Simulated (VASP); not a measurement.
Input for VASP

**INCAR**
```
SYSTEM = WS2
PREC = Accurate
ENCUT = 480
EDIFF = 1E-6
NELM = 100
ALGO = Normal
LREAL = .FALSE.
LASPH = .TRUE.
ISMEAR = 0
SIGMA = 0.05
METAGGA = R2SCAN
LMIXTAU = .TRUE.
LMAXMIX = 6
LWAVE = .FALSE.
LCHARG = .FALSE.
IBRION = 2
ISIF = 3
NSW = 60
EDIFFG = -0.02
```

File POSCAR:
```
WS2
1
    3.1813153597    -0.0000000000    -0.0000000000
   -1.5906576799     2.7550998964     0.0000000000
    0.0000000000    -0.0000000000    13.0366093594
W S
2 4
Direct
  0.6666670000   0.3333330000   0.7500000000
  0.3333330000   0.6666670000   0.2500000000
  0.6666670000   0.3333330000   0.3697425421
  0.3333330000   0.6666670000   0.8697425421
  0.3333330000   0.6666670000   0.6302574579
  0.6666670000   0.3333330000   0.1302574579
```

**KPOINTS**
```
Automatic
0
gamma
  7 7 2
```

POTCAR, in this order: W_sv S (PBE.64 set). Program: vasp_std.

Q: Translate this r2SCAN calculation to Ansatz.

A: One equivalent input (not run):
Ansatz 0.2 input:
```yaml
crystal:
  lattice:
    - [3.1813154, 0.0000000, 0.0000000]
    - [-1.5906577, 2.7550999, 0.0000000]
    - [0.0000000, 0.0000000, 13.0366094]
  atoms:
    - { symbol: W, position: [0.6666670, 0.3333330, 0.7500000] }
    - { symbol: W, position: [0.3333330, 0.6666670, 0.2500000] }
    - { symbol: S, position: [0.6666670, 0.3333330, 0.3697425] }
    - { symbol: S, position: [0.3333330, 0.6666670, 0.8697425] }
    - { symbol: S, position: [0.3333330, 0.6666670, 0.6302575] }
    - { symbol: S, position: [0.6666670, 0.3333330, 0.1302575] }
kpoints:
  mp_grid: { grid: [7, 7, 2] }
hamiltonian:
  xc: r2scan
  pseudopotentials: { kind: paw }
scf:
  occupations: { method: gaussian, width: 0.05 }
  max_iter: 100
relax:
  max_steps: 60
  f_tol: 0.02
  cell: {}
output: { forces: true, stress: true, eigenvalues: true }
```
The two are equivalent in intent, not identical: each code has its own PAW files, so the cut-off isn't converted (ENCUT is set for VASP's; basis.ecutwfc is left out, and Ansatz then takes the one that its files recommend); Ansatz stops its SCF on the density residual and VASP on the energy change (EDIFF).

The compound is WS2 in the 2H layered structure. It was relaxed first, which changed the volume by +8 %. The start is the result of an earlier pass.
